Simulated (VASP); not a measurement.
An input for Quantum ESPRESSO's pw.x (written as the equivalent of a VASP run, and not itself run):

```
&CONTROL
  calculation = 'vc-relax'
  pseudo_dir = './pseudo'
  outdir = './out'
  tprnfor = .true.
  tstress = .true.
  nstep = 60
  forc_conv_thr = 0.00078
/
&SYSTEM
  ibrav = 0
  nat = 3
  ntyp = 2
  ecutwfc = 82.3
  occupations = 'smearing'
  smearing = 'gaussian'
  degauss = 0.003675
  input_dft = 'pbe'
/
&ELECTRONS
  conv_thr = 7.3e-08
  electron_maxstep = 100
/
&IONS
/
&CELL
  cell_dofree = 'shape'
/
ATOMIC_SPECIES
  Mo 95.950 Mo.upf
  Te 127.600 Te.upf
CELL_PARAMETERS angstrom
     3.5628211    0.0000002   -0.0000000
    -1.7814109    3.0854936    0.0000000
    -0.0000000   -0.0000000   21.3957532
ATOMIC_POSITIONS crystal
  Mo   0.6666670  0.3333330  0.5000000
  Te   0.3333330  0.6666670  0.4156347
  Te   0.3333330  0.6666670  0.5843653
K_POINTS automatic
  7 7 1 0 0 0
```

### Question
Translate this input to VASP (INCAR, KPOINTS, POSCAR, choice of POTCAR).

### Answer
This is not unique; one that fits is 
File KPOINTS:
```
Automatic mesh
0
Gamma
7 7 1
0 0 0
```

File POSCAR:
```
Te2Mo
1.0
  3.5628210850   0.0000001649   0.0000000000
 -1.7814108777   3.0854936482   0.0000000000
  0.0000000000   0.0000000000  21.3957531852
Mo Te
1 2
Cartesian
  1.7814122122   1.0284969642  10.6978765926
 -0.0000020049   2.0569968489   8.8928175505
 -0.0000020049   2.0569968489  12.5029356347
```

INCAR:
```
ALGO = Normal
EDIFF = 1E-6
EDIFFG = -0.02
ENCUT = 400
GGA = PE
IBRION = 2
ISIF = 4
ISMEAR = 0
LASPH = T
LCHARG = F
LMAXMIX = 4
LREAL = F
LWAVE = F
NELM = 100
NSW = 60
PREC = Accurate
SIGMA = 0.05
SYSTEM = Te2Mo
```

POTCAR, in this order: Mo_sv Te (PBE.64 set). Program: vasp_std.

Limits of the translation: the potentials are each code's own (VASP's PAW set, PseudoDojo norm-conserving files in pw.x), so ENCUT and ecutwfc are chosen apart and not converted; conv_thr bounds pw.x's estimated SCF error, while EDIFF bounds the energy change between steps; forc_conv_thr acts on force components and is met together with etot_conv_thr.

The cell is a sheet with vacuum, built from a generated structure.
